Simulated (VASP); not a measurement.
# BaZnPF: Cu into a neighbouring F vacancy, part 4 of 4

Wanted: the minimum-energy path in BaZnPF for this move: Cu into a neighbouring F vacancy. The start is a cell from a database of measured crystal structures.

VASP 6.6.1, plane waves and PAW; the level of theory is named at each step.

So far. Step 3 (Relax the start): The run ended after 8 ionic steps, 1.030 eV below its first step, once the forces on the free atoms met EDIFFG = -0.05. Step 4 (Relax the end): The run ended after 9 ionic steps, 1.118 eV below its first step, once the forces on the free atoms met EDIFFG = -0.05.

## Step 5: Nudged elastic band

Level of this step: PBE, spin-polarised, with small moments to start from; plane waves and PAW (Ba_sv, Zn, P, Cu, F) (VASP).

Images on a straight line between the ends relax across the path, while springs keep them spaced along it.

INCAR reads:

```
SYSTEM = Ba4Zn4CuP4F2
PREC = Normal
ENCUT = 400
EDIFF = 1E-05
NELM = 120
ISMEAR = 0
SIGMA = 0.05
LREAL = Auto
ALGO = Fast
GGA = PE
NBANDS = 91
ISPIN = 2
MAGMOM = 0.6 0 0 0 0 0 0 0 0 0 0 0 0.6 0 0.6
LASPH = .TRUE.
LMAXMIX = 4
LWAVE = .FALSE.
LCHARG = .FALSE.
IMAGES = 5
SPRING = -5
IBRION = 3
POTIM = 0.15
NSW = 60
EDIFFG = -0.05
ISYM = 0
ISIF = 0
SMASS = 1
```

POSCAR reads:

```
Ba4Zn4CuP4F2
1.0
    4.1896564335      4.1896564335      0.0000000000
   -4.1896564335      4.1896564335      0.0000000000
    0.0000000000      0.0000000000      9.5552734482
Ba Zn P Cu F
4 4 4 1 2
Direct
    0.2397437451      0.2416088844      0.6970824300
    0.7578894454      0.7592456942      0.6953707050
    0.2406316872      0.7591145290      0.3042837063
    0.7590584056      0.2407638879      0.3047868129
    0.9977707269      0.0008357415      0.0002126126
    0.5005231072      0.4998168538      0.0001541445
    0.4986648255      0.9989328907      0.9997551729
    0.0004697338      0.5004831489      0.0008361398
    0.2507075684      0.7481693228      0.8545560877
    0.7472561281      0.2523899701      0.8548369837
    0.2523477877      0.2514061155      0.1453950878
    0.7480203688      0.7477966696      0.1459019819
    0.4984415776      0.4981270940      0.5001085237
    0.4986421371      0.9997159021      0.4998528288
    0.9989584504      0.4995277865      0.5003043894
```

KPOINTS reads:

```
Automatic mesh
0
Gamma
2 2 1
0 0 0
```

00/POSCAR reads:

```
Ba4Zn4CuP4F2
1.0
    4.1896564335      4.1896564335      0.0000000000
   -4.1896564335      4.1896564335      0.0000000000
    0.0000000000      0.0000000000      9.5552734482
Ba Zn P Cu F
4 4 4 1 2
Direct
    0.2397437451      0.2416088844      0.6970824300
    0.7578894454      0.7592456942      0.6953707050
    0.2406316872      0.7591145290      0.3042837063
    0.7590584056      0.2407638879      0.3047868129
    0.9977707269      0.0008357415      0.0002126126
    0.5005231072      0.4998168538      0.0001541445
    0.4986648255      0.9989328907      0.9997551729
    0.0004697338      0.5004831489      0.0008361398
    0.2507075684      0.7481693228      0.8545560877
    0.7472561281      0.2523899701      0.8548369837
    0.2523477877      0.2514061155      0.1453950878
    0.7480203688      0.7477966696      0.1459019819
    0.4984415776      0.4981270940      0.5001085237
    0.4986421371      0.9997159021      0.4998528288
    0.9989584504      0.4995277865      0.5003043894
```

01/POSCAR reads:

```
Ba4Zn4CuP4F2
1.0
    4.1896564335      4.1896564335      0.0000000000
   -4.1896564335      4.1896564335      0.0000000000
    0.0000000000      0.0000000000      9.5552734482
Ba Zn P Cu F
4 4 4 1 2
Direct
    0.2430975815      0.2445412925      0.6965247176
    0.7551133436      0.7561321884      0.6955028361
    0.2439232827      0.7560090530      0.3041238225
    0.7560305059      0.2439775660      0.3047476972
    0.9979713804      0.0006424328      0.0000632966
    0.5005900045      0.4999785322     -0.0000442165
    0.4987668919      0.9994102951      0.9996781578
    0.0006686613      0.5003747293      0.0004693132
    0.2503096661      0.7489710550      0.8544134961
    0.7481605401      0.2516796369      0.8546392364
    0.2515945977      0.2508408560      0.1452550710
    0.7487121876      0.7484869331      0.1456866392
    0.4152792463      0.5813166106      0.4999409784
    0.4990609458      0.9996654117      0.4997952145
    0.9993077936      0.4995981928      0.5002189565
```

02/POSCAR reads:

```
Ba4Zn4CuP4F2
1.0
    4.1896564335      4.1896564335      0.0000000000
   -4.1896564335      4.1896564335      0.0000000000
    0.0000000000      0.0000000000      9.5552734482
Ba Zn P Cu F
4 4 4 1 2
Direct
    0.2464514178      0.2474737006      0.6959670053
    0.7523372417      0.7530186826      0.6956349671
    0.2472148782      0.7529035770      0.3039639386
    0.7530026062      0.2471912442      0.3047085815
    0.9981720339      0.0004491241     -0.0000860194
    0.5006569019      0.5001402106     -0.0002425776
    0.4988689583      0.9998876994      0.9996011426
    0.0008675889      0.5002663097      0.0001024866
    0.2499117638      0.7497727871      0.8542709044
    0.7490649521      0.2509693036      0.8544414890
    0.2508414078      0.2502755965      0.1451150542
    0.7494040064      0.7491771965      0.1454712964
    0.3321169150      0.6645061272      0.4997734331
    0.4994797546      0.9996149213      0.4997376002
    0.9996571368      0.4996685991      0.5001335236
```

03/POSCAR reads:

```
Ba4Zn4CuP4F2
1.0
    4.1896564335      4.1896564335      0.0000000000
   -4.1896564335      4.1896564335      0.0000000000
    0.0000000000      0.0000000000      9.5552734482
Ba Zn P Cu F
4 4 4 1 2
Direct
    0.2498052542      0.2504061088      0.6954092930
    0.7495611399      0.7499051768      0.6957670982
    0.2505064738      0.7497981010      0.3038040548
    0.7499747066      0.2504049224      0.3046694658
    0.9983726874      0.0002558154     -0.0002353354
    0.5007237992      0.5003018890     -0.0004409386
    0.4989710247      1.0003651038      0.9995241274
    0.0010665164      0.5001578901     -0.0002643400
    0.2495138616      0.7505745193      0.8541283128
    0.7499693641      0.2502589704      0.8542437417
    0.2500882178      0.2497103370      0.1449750374
    0.7500958252      0.7498674600      0.1452559537
    0.2489545837      0.7476956438      0.4996058878
    0.4998985633      0.9995644309      0.4996799858
    1.0000064800      0.4997390054      0.5000480906
```

04/POSCAR reads:

```
Ba4Zn4CuP4F2
1.0
    4.1896564335      4.1896564335      0.0000000000
   -4.1896564335      4.1896564335      0.0000000000
    0.0000000000      0.0000000000      9.5552734482
Ba Zn P Cu F
4 4 4 1 2
Direct
    0.2531590906      0.2533385169      0.6948515806
    0.7467850381      0.7467916709      0.6958992293
    0.2537980693      0.7466926250      0.3036441709
    0.7469468069      0.2536186005      0.3046303502
    0.9985733410      0.0000625067     -0.0003846513
    0.5007906965      0.5004635673     -0.0006392997
    0.4990730911      1.0008425082      0.9994471123
    0.0012654439      0.5000494705     -0.0006311666
    0.2491159593      0.7513762515      0.8539857212
    0.7508737761      0.2495486372      0.8540459944
    0.2493350278      0.2491450775      0.1448350206
    0.7507876440      0.7505577235      0.1450406110
    0.1657922523      0.8308851604      0.4994383425
    0.5003173720      0.9995139405      0.4996223715
    1.0003558233      0.4998094118      0.4999626577
```

05/POSCAR reads:

```
Ba4Zn4CuP4F2
1.0
    4.1896564335      4.1896564335      0.0000000000
   -4.1896564335      4.1896564335      0.0000000000
    0.0000000000      0.0000000000      9.5552734482
Ba Zn P Cu F
4 4 4 1 2
Direct
    0.2565129269      0.2562709250      0.6942938683
    0.7440089362      0.7436781651      0.6960313603
    0.2570896648      0.7435871490      0.3034842870
    0.7439189072      0.2568322786      0.3045912345
    0.9987739945     -0.0001308020     -0.0005339673
    0.5008575939      0.5006252457     -0.0008376607
    0.4991751575      1.0013199125      0.9993700972
    0.0014643715      0.4999410509     -0.0009979932
    0.2487180570      0.7521779836      0.8538431295
    0.7517781881      0.2488383039      0.8538482470
    0.2485818379      0.2485798180      0.1446950038
    0.7514794628      0.7512479869      0.1448252682
    0.0826299210      0.9140746770      0.4992707972
    0.5007361808      0.9994634501      0.4995647572
    1.0007051665      0.4998798181      0.4998772248
```

06/POSCAR reads:

```
Ba4Zn4CuP4F2
1.0
    4.1896564335      4.1896564335      0.0000000000
   -4.1896564335      4.1896564335      0.0000000000
    0.0000000000      0.0000000000      9.5552734482
Ba Zn P Cu F
4 4 4 1 2
Direct
    0.2598667633      0.2592033331      0.6937361559
    0.7412328344      0.7405646593      0.6961634914
    0.2603812603      0.7404816730      0.3033244032
    0.7408910075      0.2600459568      0.3045521188
    0.9989746480     -0.0003241107     -0.0006832833
    0.5009244912      0.5007869241     -0.0010360218
    0.4992772239      1.0017973169      0.9992930820
    0.0016632990      0.4998326313     -0.0013648198
    0.2483201547      0.7529797158      0.8537005379
    0.7526826001      0.2481279707      0.8536504997
    0.2478286479      0.2480145585      0.1445549870
    0.7521712816      0.7519382504      0.1446099255
   -0.0005324103      0.9972641936      0.4991032519
    0.5011549895      0.9994129597      0.4995071429
    1.0010545097      0.4999502244      0.4997917919
```

Potentials, in the order of the species: Ba_sv, Zn, P, Cu and F (PBE family, release 64).

Started as:

```console
mpirun -np 5 vasp_std
```

The program printed:

```text
[banner, memory and clock lines left out]
running    5 mpi-ranks, on    1 nodes
 each image running on    1 cores
[...]
01/POSCAR found :  5 types and      15 ions
 LDA part: xc-table for (Slater+PW92), standard interpolation
[...]
00/POSCAR found :  5 types and      15 ions
[...]
06/POSCAR found :  5 types and      15 ions
 POSCAR, INCAR and KPOINTS ok, starting setup
[...]
entering main loop
       N       E                     dE             d eps       ncg     rms          rms(c)
DAV:   1     0.122069228211E+04    0.12207E+04   -0.47707E+04  1456   0.131E+03
DAV:   2     0.141384317743E+03   -0.10793E+04   -0.10022E+04  1496   0.356E+02
DAV:   3    -0.454621513621E+02   -0.18685E+03   -0.18042E+03  1641   0.159E+02
DAV:   4    -0.604241524048E+02   -0.14962E+02   -0.14789E+02  2016   0.411E+01
[...]
RMM:  12    -0.564522699691E+02   -0.11253E-02   -0.97618E-03  2362   0.261E-01    0.137E-01
RMM:  13    -0.564530342866E+02   -0.76432E-03   -0.54701E-03  2330   0.165E-01    0.538E-02
RMM:  14    -0.564533041426E+02   -0.26986E-03   -0.33897E-03  2328   0.127E-01    0.256E-02
WARNING in EDDRMM: call to ZHEGV failed, returncode =   6  3     67
RMM:  15    -0.564535538542E+02   -0.24971E-03   -0.25920E-03  2225   0.971E-02    0.195E-02
RMM:  16    -0.564537127848E+02   -0.15893E-03   -0.17538E-03  2095   0.783E-02    0.106E-02
WARNING in EDDRMM: call to ZHEGV failed, returncode =   8  4     67
RMM:  17    -0.564538531618E+02   -0.14038E-03   -0.15368E-03  1900   0.662E-02    0.718E-03
WARNING in EDDRMM: call to ZHEGV failed, returncode =   6  3     51
RMM:  18    -0.564539573488E+02   -0.10419E-03   -0.11444E-03  1685   0.579E-02    0.498E-03
RMM:  19    -0.564540516927E+02   -0.94344E-04   -0.10337E-03  1527   0.503E-02    0.374E-03
RMM:  20    -0.564541211188E+02   -0.69426E-04   -0.77149E-04  1461   0.442E-02    0.221E-03
RMM:  21    -0.564541857081E+02   -0.64589E-04   -0.71285E-04  1357   0.386E-02    0.228E-03
[...]
RMM:  34    -0.564545173055E+02   -0.10081E-04   -0.11380E-04   628   0.119E-02    0.522E-03
RMM:  35    -0.564545265514E+02   -0.92459E-05   -0.10413E-04   615   0.112E-02    0.573E-03
RMM:  36    -0.564545344263E+02   -0.78749E-05   -0.89109E-05   593   0.105E-02
   1 F= -.56454534E+02 E0= -.56449870E+02  d E =-.564545E+02  mag=     0.5000
[... from here on, the cycles between the ionic steps are left out ...]
   2 F= -.56690840E+02 E0= -.56686193E+02  d E =-.236305E+00  mag=     0.5000
[...]
WARNING in EDDRMM: call to ZHEGV failed, returncode =   8  4     65
WARNING in EDDRMM: call to ZHEGV failed, returncode =   6  3     56
[...]
WARNING in EDDRMM: call to ZHEGV failed, returncode =   6  3     65
   6 F= -.57046879E+02 E0= -.57042549E+02  d E =-.351502E-01  mag=     0.5000
[...]
WARNING in EDDRMM: call to ZHEGV failed, returncode =   8  4     41
[...]
WARNING in EDDRMM: call to ZHEGV failed, returncode =   8  4     49
  11 F= -.57143105E+02 E0= -.57139680E+02  d E =-.125234E-01  mag=     0.5000
  16 F= -.57179864E+02 E0= -.57177096E+02  d E =-.489811E-02  mag=     0.5000
  21 F= -.57195422E+02 E0= -.57193058E+02  d E =-.226167E-02  mag=     0.5000
  26 F= -.57203599E+02 E0= -.57201480E+02  d E =-.133151E-02  mag=     0.5000
  31 F= -.57209205E+02 E0= -.57207257E+02  d E =-.101774E-02  mag=     0.5000
  36 F= -.57213737E+02 E0= -.57211923E+02  d E =-.838634E-03  mag=     0.5000
  41 F= -.57217490E+02 E0= -.57215782E+02  d E =-.699337E-03  mag=     0.5000
  46 F= -.57220671E+02 E0= -.57219047E+02  d E =-.597246E-03  mag=     0.5000
  51 F= -.57223362E+02 E0= -.57221805E+02  d E =-.506266E-03  mag=     0.5000
  56 F= -.57225626E+02 E0= -.57224124E+02  d E =-.427374E-03  mag=     0.5000
  59 F= -.57226849E+02 E0= -.57225377E+02  d E =-.397953E-03  mag=     0.5000
  60 F= -.57227237E+02 E0= -.57225774E+02  d E =-.387905E-03  mag=     0.5000
damped:  g(F)=  0.127E-02 g(S)=  0.000E+00 dE (1.order)=-0.256E-02
```

Wall time 1.9 h (5 MPI ranks of AMD EPYC 7R43, shared host); peak memory 1.4 GiB.

From OUTCAR (step 5):

```text
  tangential force (eV/A)         0.169384
  left and right image   0.903040  0.911569 A

  tangential force (eV/A)         0.171567
  left and right image   0.904137  0.912428 A

 spin component 1
 k-point     1 :       0.0000    0.0000    0.0000
  band No.  band energies     occupation
    ...
     63       2.1969      1.00000
     64       2.4450      1.00000
     65       3.0163      1.00000
     66       3.0344      1.00000
     67       3.3237      1.00000
     68       4.4544      0.00001
     69       4.5762      0.00000
     70       4.8182      0.00000
     71       5.2702      0.00000
     72       5.4621      0.00000
    ...

 k-point     2 :       0.5000    0.0000    0.0000
  band No.  band energies     occupation
    ...
     63       1.9065      1.00000
     64       2.1860      1.00000
     65       2.1959      1.00000
     66       2.8293      1.00000
     67       4.2386      0.95571
     68       5.3450      0.00000
     69       5.4556      0.00000
     70       5.6712      0.00000
     71       5.9743      0.00000
     72       6.2558      0.00000
    ...

 POSITION                                       TOTAL-FORCE (eV/Angst)
 -----------------------------------------------------------------------------------
      0.10779      1.98812      6.63057         0.022403     -0.001227     -0.017007
      0.10555      6.38395      6.62304         0.022877      0.001248     -0.012928
     -2.17787      4.19018      2.59387         0.020648     -0.000817     -0.062914
      1.95921      4.18829      3.13353        -0.015077     -0.000353      0.014352
      4.14021      4.18723     -0.01846         0.002200      0.000177     -0.005840
      0.02176      4.18858      9.51908         0.011021     -0.000383     -0.008007
     -2.11424      6.31798      9.53134         0.004609      0.003153     -0.008807
     -2.11476      2.05701     -0.02335         0.004997     -0.004643     -0.009720
     -2.05070      4.18573      8.16231         0.016751      0.000271     -0.008671
      2.08321      4.18661      8.11701         0.008960     -0.000569     -0.005034
     -0.04960      2.09406      1.36693         0.003629     -0.004009     -0.006616
     -0.04958      6.28242      1.36809         0.003286      0.003664     -0.007112
     -0.68818      4.18066      4.99230        -0.154069      0.003372      0.056011
     -2.08780      6.43950      4.83688         0.023798      0.069715      0.042075
      2.10097      6.12489      4.83813         0.023967     -0.069601      0.040217
 -----------------------------------------------------------------------------------
    total drift:                               -0.017593     -0.001440     -0.002063

  FREE ENERGIE OF THE ION-ELECTRON SYSTEM (eV)
  ---------------------------------------------------
  free  energy   TOTEN  =       -57.2272369895 eV

  energy  without entropy=      -57.2243105184  energy(sigma->0) =      -57.22577375

  tangential force (eV/A)         0.173270
  left and right image   0.905203  0.913274 A

[... 5 parts as in an earlier step ...]

[... 11 further parts left out ...]
[key lines of the parts left out:]
E-fermi :   4.2989
```

CONTCAR:

```
Ba4Zn4CuP4F2
   1.00000000000000
     4.1896564334999997    4.1896564334999997    0.0000000000000000
    -4.1896564334999997    4.1896564334999997    0.0000000000000000
     0.0000000000000000    0.0000000000000000    9.5552734481999995
  Ba              Zn              P               Cu              F
     4     4     4     1     2
Direct
     0.2501293234390707    0.2244012559421870    0.6939169016855903
     0.7744660550639514    0.7492739439384205    0.6931289464481784
     0.2401513265706893    0.7599725599629611    0.2714591986103980
     0.7336525345147018    0.2660216395649810    0.3279368730014280
     0.9938101165367522    0.0056109543400682   -0.0019317338510881
     0.5024685740318890    0.4972738504320422    0.9962123783694655
     0.5016809650495246    1.0063137963530404    0.9974952971607967
    -0.0068922051483522    0.4978656898511132   -0.0024441522190694
     0.2547979365564009    0.7442643163810330    0.8542201361699057
     0.7482502250952395    0.2510231715060716    0.8494799625546109
     0.2439895151753880    0.2558276639474520    0.1430549905086887
     0.7438366346724707    0.7556695321232533    0.1431761420825079
     0.4167982339580051    0.5810548156457364    0.5224656515122752
     0.5193390573541035    1.0176605813198489    0.5061998328072246
     0.9816868694548272    0.4802202384673312    0.5063313430746490
```

The band used up its steps before its forces met the threshold, so no barrier is taken from it.

## Step 6: Outcome

* result: none

In words: The session ends without its result: «nudged elastic band» used up its steps.

[Lines on the potential files, build, host, timing and source positions are cut from VASP's logs without a mark.]

[Logs are printed without paths, hosts, clocks, repeated set-up lines and the standing remarks that a program may print on its own settings, such as how far it seeks lower states.]

[Hosts, paths, dates, database ids (printed as entryN), source tags and the programs' standing remarks are cut or masked in the printed files.]

[Runs that stopped without an error message from VASP are left out.]
